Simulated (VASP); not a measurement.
```xyz
14
Lattice="0.0000 5.4849 5.4849 5.4849 0.0000 5.4849 5.4849 5.4849 0.0000" Properties=species:S:1:pos:R:3 pbc="T T T"
Y      1.3712     4.1137     4.1137
Y      4.1137     4.1137     1.3712
Y      4.1137     1.3712     4.1137
Y      1.3712     1.3712     1.3712
Zn     8.2273     8.2273     8.2273
Zn     5.4849     5.4849     5.4849
S      9.6109     6.8438     6.8438
S      6.8685     6.8685     4.1013
S      6.8438     9.6109     6.8438
S      4.1013     4.1013     4.1013
S      9.6109     9.6109     9.6109
S      6.8685     4.1013     6.8685
S      6.8438     6.8438     9.6109
S      4.1013     6.8685     6.8685
```

Calculation: r2SCAN meta-GGA, VASP's PBE PAW potentials (set 64) (plane waves; VASP). Numerical set-up: LREAL = Auto, 400 eV cut-off, 3×3×3 Γ-centred mesh, Gaussian smearing of 0.050 eV, potentials Y_sv Zn S.

**Question.** Predict the energy per atom (σ→0), band gap (on the k-mesh) with the smallest direct gap where there is one.

**Answer.** 
band gap (on the k-mesh): 1.10 eV
smallest direct gap (on the k-mesh): 1.10 eV
energy per atom (σ→0): -13.591 eV/atom

The absolute energy has meaning only against runs of the same code, potentials and settings.

The structure comes from a computed database's Y2ZnS4 entry (Fd-3m); how it stands against other phases isn't given here. It was relaxed first. The start is the result of an earlier pass.
